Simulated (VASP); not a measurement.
A convergence study with VASP on SrTe (rock salt): one setting is varied, all else stays as given below, so the limit is that of these other settings. Each run relaxes cell and ions from the cell shown. The basis is that of the starting cell, so low cut-offs carry a Pulay error.

```xyz
2
Lattice="0.0000 3.3300 3.3300 3.3300 0.0000 3.3300 3.3300 3.3300 0.0000" Properties=species:S:1:pos:R:3 pbc="T T T"
Sr     0.0000     0.0000     0.0000
Te     3.3300     3.3300     3.3300
```

These are PBE GGA, VASP's PBE PAW potentials (set 64) (plane waves; VASP) values and carry that method's errors. The tightest run used: 700 eV cut-off, 6×6×6 Γ-centred mesh, Gaussian smearing of 0.050 eV, potentials Sr_sv Te.

Gaps are read on the run's mesh, which can miss a band edge.

```csv
setting,relaxed volume (Å³/atom),E (eV/atom),gap on the mesh (eV),plane waves
ENCUT = 150,34.990,-4.2703,1.543,331
ENCUT = 200,37.738,-4.1363,1.746,489
ENCUT = 250,37.812,-4.1323,1.752,680
```

Problem. These are the cheaper rows. Estimate the results at ENCUT = 700, and how far the last row shown lies from them.

Solution. 
| quantity | tightest run | last row shown is off by |
|---|---|---|
| relaxed volume (Å³/atom) | 38.023 | -0.211 |
| E (eV/atom) | -4.1340 | 0.0018 |
| gap on the mesh (eV) | 1.767 | -0.016 |

Left out are rungs that failed or repeat a setting and relaxations that didn't move; long series are thinned to 24 rows.

The compound is SrTe in the rock salt structure.
